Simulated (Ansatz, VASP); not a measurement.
**One calculation of TeI6, two programs**

```xyz
7
Lattice="6.6751 0.0000 0.0000 0.0000 6.6751 0.0000 0.0000 0.0000 6.6751" Properties=species:S:1:pos:R:3 pbc="T T T"
Te    3.3376    3.3376    3.3376
I     0.0000    3.3376    3.3376
I     3.3376    0.0000    3.3376
I     3.3376    3.3376    0.0000
I     3.3376    0.0000    0.0000
I     0.0000    3.3376    0.0000
I     0.0000    0.0000    3.3376
```

Alike in both runs: functional PBE; k mesh 6 × 6 × 6; occupations gaussian, width 0.1 eV; no spin polarisation.

Ansatz relaxed the structure, and its values are those at the end. VASP's run is a single point on that final structure, the one shown.

|  | VASP | Ansatz |
| --- | --- | --- |
| version | VASP 6.6.1 | Ansatz 0.2.0 |
| potentials or method | VASP PAW PBE potentials, release 64 (Te, I) | scalar-relativistic, plane waves, PAW |
| plane-wave cutoff (eV) | 520 | 420 |
| valence electrons in the cell | 48 | 118 |

|  | VASP | Ansatz | Ansatz less VASP |
| --- | --- | --- | --- |
| gap on the k mesh at the Fermi level (eV) | none | none | - |
| pressure (GPa) | 0.0 | 0.0 | +0.03 |

A gap of «none» marks a metal or a gap that the smearing closes. The functional is the same, so the differences come from potentials, cutoffs and numerics. The two sets of potentials don't hold the same shells in valence.

Spin-orbit coupling is left out, which matters for the levels of I, Te.
